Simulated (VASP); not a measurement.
Given:

```
CELL_PARAMETERS angstrom
      0.00000     3.07837     3.07837
      3.07837     0.00000     3.07837
      3.07837     3.07837     0.00000
ATOMIC_POSITIONS crystal
  Sn 0.00000 0.00000 0.00000
  Te 0.50000 0.50000 0.50000
```

These are PBEsol GGA, VASP's PBE PAW potentials (set 64) (plane waves; VASP) values and carry that method's errors. Run with 520 eV cut-off, 7×7×7 Γ-centred mesh, Gaussian smearing of 0.050 eV, potentials Sn_d Te.

Give the stress tensor in GPa (positive for a compressed cell).

```
3.34  0.00  0.00
0.00  3.34  0.00
0.00  0.00  3.34
```
The pressure is its mean diagonal, 3.34 GPa.

The compound is SnTe in the rock salt structure, which distorts at low temperature. This cell is one point of a volume scan, at 0.94 of the reference volume.
